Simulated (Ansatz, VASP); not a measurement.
**CoSi2 in two plane-wave programs**

Wanted: the spread between two codes on one cell, functional and k mesh. The cell is taken from a series of runs on this material, whose earlier steps may have relaxed, scaled, displaced or heated it; both programs get it as it stands.

Method: plane waves, with VASP 6.6.1 beside it; zone-centre phonons at PBE, in Ansatz 0.2.0.

**1. The starting structure**

It takes space group Fm-3m (No. 225, cubic). Conventional cell: a = 5.360 Å, b = 5.360 Å, c = 5.360 Å, α = 90.00°, β = 90.00°, γ = 90.00°. Nearest to Co lie 8 Si at 2.32 Å. Nearest to Si lie 4 Co at 2.32 Å. Farther neighbours are not listed.

**2. VASP: zone-centre phonons, PBE**

Second derivatives magnify differences that forces hide, and they need a tight electronic threshold.

Lines of VASP's logs that name or quote its potential files are left out, and so is its time.

File INCAR:

```
SYSTEM = CoSi2
PREC = Accurate
ENCUT = 600
EDIFF = 1E-08
NELM = 120
ISMEAR = -1
SIGMA = 0.1
LREAL = .FALSE.
ALGO = Normal
GGA = PE
NBANDS = 14
LASPH = .TRUE.
LORBIT = 11
LWAVE = .FALSE.
LCHARG = .FALSE.
ISIF = 2
IBRION = 8
GGA_COMPAT = .FALSE.
KPAR = 2
```

File POSCAR:

```
CoSi2
1.0
    0.0000000000      2.6798236004      2.6798236004
    2.6798236004      0.0000000000      2.6798236004
    2.6798236004      2.6798236004      0.0000000000
Co Si
1 2
Direct
    0.0000000000      0.0000000000      0.0000000000
    0.2500000000      0.2500000000      0.2500000000
    0.7500000000      0.7500000000      0.7500000000
```

File KPOINTS:

```
Automatic mesh
0
Gamma
12 12 12
0 0 0
```

The projector-augmented-wave data sets are Co and Si (PBE family, release 64).

Started as:

```bash
$ mpirun -np 2 vasp_std
```

Numbers of over 12 decimals in the logs are rounded to 6 here.

Log:

```text
[banner, memory and clock lines left out]
running    2 mpi-ranks, on    1 nodes
 distrk:  each k-point on    1 cores,    2 groups
 distr:  one band on    1 cores,    1 groups

 POSCAR found type information on POSCAR CoSi
 POSCAR found :  2 types and       3 ions
 LDA part: xc-table for (Slater+PW92), standard interpolation
 POSCAR, INCAR and KPOINTS ok, starting setup
 FFT: planning ... GRIDC
 FFT: planning ... GRID_SOFT
 FFT: planning ... GRID
 WAVECAR not read
 entering main loop
       N       E                     dE             d eps       ncg     rms          rms(c)
DAV:   1     0.713885523515E+02    0.71389E+02   -0.76261E+03  2016   0.131E+03
DAV:   2    -0.166831100120E+02   -0.88072E+02   -0.80489E+02  2142   0.243E+02
DAV:   3    -0.206546065002E+02   -0.39715E+01   -0.38617E+01  2682   0.576E+01
DAV:   4    -0.207361655944E+02   -0.81559E-01   -0.81396E-01  2430   0.766E+00
DAV:   5    -0.207386205067E+02   -0.24549E-02   -0.24546E-02  2748   0.139E+00    0.144E+01
DAV:   6    -0.244979628568E+02   -0.37593E+01   -0.30917E+01  2358   0.119E+02    0.181E+01
DAV:   7    -0.193257116628E+02    0.51723E+01   -0.13666E+01  2614   0.937E+01    0.330E+00
DAV:   8    -0.193470538400E+02   -0.21342E-01   -0.94729E-01  2508   0.741E+00    0.195E+00
DAV:   9    -0.193119614310E+02    0.35092E-01   -0.10247E-01  2510   0.642E+00    0.466E-01
DAV:  10    -0.193121250912E+02   -0.16366E-03   -0.73282E-03  2962   0.133E+00    0.132E-01
DAV:  11    -0.193119103428E+02    0.21475E-03   -0.81786E-04  2704   0.571E-01    0.338E-02
DAV:  12    -0.193119407927E+02   -0.30450E-04   -0.86190E-05  2290   0.765E-02    0.232E-02
DAV:  13    -0.193119389196E+02    0.18731E-05   -0.68351E-06  2866   0.377E-02    0.660E-03
DAV:  14    -0.193119391509E+02   -0.23131E-06   -0.11159E-06  3022   0.137E-02    0.335E-03
DAV:  15    -0.193119393721E+02   -0.22115E-06   -0.14984E-07  2996   0.730E-03    0.830E-04
DAV:  16    -0.193119394129E+02   -0.40802E-07   -0.15288E-08  1602   0.174E-03    0.391E-04
DAV:  17    -0.193119394033E+02    0.95597E-08   -0.58155E-09  1338   0.770E-04
   1 F= -.19311939E+02 E0= -.19294535E+02  d E =-.348096E-01
 Linear response reoptimize wavefunctions to high precision
DAV:   1    -0.193119394042E+02   -0.84856E-09   -0.10147E-09  1592   0.425E-04
DAV:   2    -0.193119394042E+02   -0.27285E-10   -0.23866E-10  1278   0.141E-04
 Linear response DOF=           2
 Linear response progress:
  Degree of freedom:   1/  2
       N       E                     dE             d eps       ncg     rms          rms(c)
RMM:   1    -0.175272191515E+00   -0.17527E+00   -0.13257E-01  7464   0.266E+00
RMM:   2    -0.171875771724E+00    0.33964E-02   -0.29502E-03  6512   0.716E-01    0.186E-01
RMM:   3    -0.171893945535E+00   -0.18174E-04   -0.52341E-04  7166   0.170E-01    0.109E-01
RMM:   4    -0.172554921066E+00   -0.66098E-03   -0.31320E-04  7550   0.126E-01    0.925E-03
RMM:   5    -0.172528594396E+00    0.26327E-04   -0.13767E-05  7591   0.330E-02    0.615E-03
RMM:   6    -0.172523949771E+00    0.46446E-05   -0.13786E-06  6751   0.126E-02    0.419E-03
RMM:   7    -0.172499193704E+00    0.24756E-04   -0.56830E-07  7706   0.664E-03    0.992E-04
RMM:   8    -0.172490942087E+00    0.82516E-05   -0.30920E-08  7877   0.170E-03    0.407E-04
RMM:   9    -0.172485575812E+00    0.53663E-05   -0.39701E-09  7177   0.530E-04    0.839E-05
RMM:  10    -0.172485551154E+00    0.24658E-07   -0.21748E-09  8055   0.198E-04    0.261E-05
RMM:  11    -0.172485385250E+00    0.16590E-06   -0.18380E-09  7497   0.101E-04    0.966E-06
RMM:  12    -0.172485537327E+00   -0.15208E-06   -0.17247E-09  8008   0.467E-05    0.318E-06
RMM:  13    -0.172485504519E+00    0.32808E-07   -0.16379E-09  8606   0.247E-05    0.677E-07
RMM:  14    -0.172485508087E+00   -0.35681E-08   -0.16723E-09  7774   0.164E-05    0.276E-07
 first order change of Fermi-energy   0.43656E-03
 force on displaced ion       1 direction 1 : -11.625   0.000   0.000
 Linear response progress:
  Degree of freedom:   2/  2
       N       E                     dE             d eps       ncg     rms          rms(c)
RMM:   1    -0.205664814055E-01   -0.20566E-01    0.29075E-02 19337   0.129E+00
RMM:   2    -0.179284996408E-01    0.26380E-02   -0.11647E-03 11174   0.568E-01    0.978E-02
RMM:   3    -0.181392691189E-01   -0.21077E-03   -0.53766E-04 12953   0.173E-01    0.527E-02
RMM:   4    -0.183644174890E-01   -0.22515E-03   -0.96329E-05 12326   0.733E-02    0.898E-03
RMM:   5    -0.183474725545E-01    0.16945E-04   -0.59552E-06 13445   0.211E-02    0.589E-03
RMM:   6    -0.183277295875E-01    0.19743E-04   -0.10998E-06 13311   0.837E-03    0.971E-04
RMM:   7    -0.183373789155E-01   -0.96493E-05   -0.18768E-07 12582   0.351E-03    0.726E-04
RMM:   8    -0.183379337061E-01   -0.55479E-06    0.92269E-10 13004   0.159E-03    0.474E-04
RMM:   9    -0.183356784902E-01    0.22552E-05   -0.76023E-08 13075   0.684E-04    0.709E-05
RMM:  10    -0.183358003215E-01   -0.12183E-06   -0.15604E-08 13984   0.203E-04    0.207E-05
RMM:  11    -0.183358001355E-01    0.18596E-09   -0.36690E-09 14336   0.586E-05    0.702E-06
 first order change of Fermi-energy  -0.49443E-05
 force on displaced ion       2 direction 1 :  -8.363  -0.000  -0.000
 Linear response finished
```

From OUTCAR (step 2):

```text
ion  position               nearest neighbor table
   1  0.000  0.000  0.000-   2 2.32   3 2.32   3 2.32   3 2.32   3 2.32   2 2.32   2 2.32   2 2.32

  LATTYP: Found a face centered cubic cell.
 ALAT       =     5.3596472008

 Subroutine GETGRP returns: Found 48 space group operations
 (whereof 48 operations were pure point group operations)

The static configuration has the point symmetry O_h .

 Found     72 irreducible k-points:

   k-points           NKPTS =     72   k-points in BZ     NKDIM =     72   number of bands    NBANDS=     14

   dimension x,y,z NGX =    30 NGY =   30 NGZ =   30
   dimension x,y,z NGXF=    60 NGYF=   60 NGZF=   60

   ENCUT  =  600.0 eV  44.10 Ry    6.64 a.u.   7.57  7.57  7.57*2*pi/ulx,y,z

   NELECT =      17.0000    total number of electrons

 k-points in reciprocal lattice and weights: Automatic mesh
   0.00000000  0.00000000  0.00000000       0.001
   0.08333333  0.00000000  0.00000000       0.005
   0.16666667  0.00000000  0.00000000       0.005
   0.25000000  0.00000000  0.00000000       0.005
   0.33333333  0.00000000  0.00000000       0.005
   0.41666667  0.00000000  0.00000000       0.005
   0.50000000  0.00000000  0.00000000       0.002
   0.08333333  0.08333333  0.00000000       0.003
   0.16666667  0.08333333  0.00000000       0.014
[...]
-0.33333333  0.50000000  0.16666667       0.007
  -0.25000000  0.50000000  0.25000000       0.003

 average (electrostatic) potential at core
       1 -78.2906       2 -79.4788       3 -79.4788

  Total       -0.0193247     -0.0193247     -0.0193247      0.0000000      0.0000000     -0.0000000
  in kB       -0.8044033     -0.8044033     -0.8044033      0.0000000      0.0000000     -0.0000000
  external PRESSURE =      -0.8044033 kB  Pullay stress =       0.0000000 kB

  energy-cutoff  :      600.00
  volume of cell :       38.49
      direct lattice vectors                 reciprocal lattice vectors
     0.000000000  2.679823600  2.679823600    -0.186579445  0.186579445  0.186579445
     2.679823600  0.000000000  2.679823600     0.186579445 -0.186579445  0.186579445
     2.679823600  2.679823600  0.000000000     0.186579445  0.186579445 -0.186579445

 POSITION                                       TOTAL-FORCE (eV/Angst)
 -----------------------------------------------------------------------------------
      0.00000      0.00000      0.00000        -0.000000      0.000000      0.000000
      1.33991      1.33991      1.33991         0.000000      0.000000     -0.000000
      4.01974      4.01974      4.01974        -0.000000     -0.000000      0.000000
 -----------------------------------------------------------------------------------
    total drift:                                0.000000     -0.000000     -0.000000

 Eigenvectors and eigenvalues of the dynamical matrix
 ----------------------------------------------------

   1 f  =    9.938285 THz    62.444086 2PiTHz  331.505501 cm-1    41.101425 meV
             X         Y         Z           dx          dy          dz
      0.000000  0.000000  0.000000     0.318117    0.620848    0.038361
      1.339912  1.339912  1.339912    -0.230351   -0.449562   -0.027778
      4.019735  4.019735  4.019735    -0.230351   -0.449562   -0.027778

   2 f  =    9.938285 THz    62.444086 2PiTHz  331.505501 cm-1    41.101425 meV
             X         Y         Z           dx          dy          dz
      0.000000  0.000000  0.000000     0.087764   -0.087454    0.687584
      1.339912  1.339912  1.339912    -0.063551    0.063327   -0.497886
      4.019735  4.019735  4.019735    -0.063551    0.063327   -0.497886

   3 f  =    9.938285 THz    62.444086 2PiTHz  331.505501 cm-1    41.101425 meV
             X         Y         Z           dx          dy          dz
      0.000000  0.000000  0.000000    -0.615809    0.308255    0.117810
      1.339912  1.339912  1.339912     0.445913   -0.223211   -0.085308
      4.019735  4.019735  4.019735     0.445913   -0.223211   -0.085308

   4 f  =    9.746491 THz    61.239006 2PiTHz  325.107931 cm-1    40.308228 meV
             X         Y         Z           dx          dy          dz
      0.000000  0.000000  0.000000    -0.000000   -0.000000   -0.000000
      1.339912  1.339912  1.339912     0.317005   -0.630893   -0.038499
      4.019735  4.019735  4.019735    -0.317005    0.630893    0.038499

   5 f  =    9.746491 THz    61.239006 2PiTHz  325.107931 cm-1    40.308228 meV
             X         Y         Z           dx          dy          dz
      0.000000  0.000000  0.000000     0.000000   -0.000000   -0.000000
      1.339912  1.339912  1.339912     0.047088   -0.019378    0.705271
      4.019735  4.019735  4.019735    -0.047088    0.019378   -0.705271

   6 f  =    9.746491 THz    61.239006 2PiTHz  325.107931 cm-1    40.308228 meV
             X         Y         Z           dx          dy          dz
      0.000000  0.000000  0.000000     0.000000    0.000000   -0.000000
      1.339912  1.339912  1.339912     0.630310    0.318746   -0.033325
      4.019735  4.019735  4.019735    -0.630310   -0.318746    0.033325

   7 f/i=    0.001235 THz     0.007762 2PiTHz    0.041208 cm-1     0.005109 meV
             X         Y         Z           dx          dy          dz
      0.000000  0.000000  0.000000    -0.644457    0.310718    0.002769
      1.339912  1.339912  1.339912    -0.445000    0.214552    0.001912
      4.019735  4.019735  4.019735    -0.445000    0.214552    0.001912

   8 f/i=    0.001235 THz     0.007762 2PiTHz    0.041208 cm-1     0.005109 meV
             X         Y         Z           dx          dy          dz
      0.000000  0.000000  0.000000    -0.010273   -0.014933   -0.715227
      1.339912  1.339912  1.339912    -0.007093   -0.010311   -0.493867
      4.019735  4.019735  4.019735    -0.007093   -0.010311   -0.493867

   9 f/i=    0.001235 THz     0.007762 2PiTHz    0.041208 cm-1     0.005109 meV
             X         Y         Z           dx          dy          dz
      0.000000  0.000000  0.000000     0.310561    0.644290   -0.017913
      1.339912  1.339912  1.339912     0.214443    0.444884   -0.012369
      4.019735  4.019735  4.019735     0.214443    0.444884   -0.012369

 ELASTIC MODULI CONTR FROM IONIC RELAXATION (kBar)
 Direction    XX          YY          ZZ          XY          YZ          ZX
 --------------------------------------------------------------------------------
 XX          -0.0000      0.0000      0.0000     -0.0000     -0.0000     -0.0000
 YY           0.0000     -0.0000     -0.0000     -0.0000      0.0000     -0.0000
 ZZ           0.0000     -0.0000     -0.0000     -0.0000      0.0000     -0.0000
 XY          -0.0000     -0.0000     -0.0000   -587.5879     -0.0000      0.0000
 YZ          -0.0000      0.0000      0.0000     -0.0000   -587.5879     -0.0000
 ZX          -0.0000     -0.0000     -0.0000      0.0000     -0.0000   -587.5879
 --------------------------------------------------------------------------------
```

This run has no spin polarisation, so a moment on Co, if there is one, isn't seen. Its electron count is odd, so without a moment it is a metal by construction.

[end of part 1 of 2]

[Lines on the potential files, build, host, timing and source positions are cut from VASP's logs without a mark.]

[Logs are printed without paths, hosts, clocks, repeated set-up lines and the standing remarks that a program may print on its own settings, such as how far it seeks lower states.]

[Hosts, paths, dates, database ids (printed as entryN), source tags and the programs' standing remarks are cut or masked in the printed files.]
